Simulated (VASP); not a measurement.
Here is a VASP 6.6.1 calculation.

Contents of INCAR:

```
ALGO = Fast
EDIFF = 1E-6
EDIFFG = -0.005
ENCUT = 300
GGA = PE
IBRION = 2
ISIF = 3
ISMEAR = 0
LASPH = T
LCHARG = F
LREAL = F
LWAVE = F
NELM = 100
NSW = 40
PREC = Accurate
SIGMA = 0.02
```

File KPOINTS:

```
k-points
0
Gamma
  8 8 8
```

Contents of POSCAR:

```
Ge
1.0
    0.0000000000      2.8810000000      2.8810000000
    2.8810000000      0.0000000000      2.8810000000
    2.8810000000      2.8810000000      0.0000000000
Ge
2
Direct
    0.0000000000      0.0000000000      0.0000000000
    0.2500000000      0.2500000000      0.2500000000
```

Potentials or basis: VASP PAW PBE potentials, release 64 (Ge).

Launch:

```sh
$ cat potpaw_PBE.64/Ge/POTCAR > POTCAR
$ mpirun -np 1 vasp_std > vasp.out
```

(1) Estimate the relaxed cell.

(2) Predict the space group after relaxing (to 0.05 Å).

(3) Predict the band gap on the k mesh.

(4) Estimate the relaxed volume.

Answers

(1) a = 4.089 Å, b = 4.089 Å, c = 4.089 Å, α = 60.00°, β = 60.00°, γ = 60.00°.

(2) Fd-3m (No. 227).

(3) none (metal or under the smearing width).

(4) 24.17 Å³/atom.

Caveat: this crystal is a semiconductor, whose small gap the functional closes, so the metal is an error of the method.
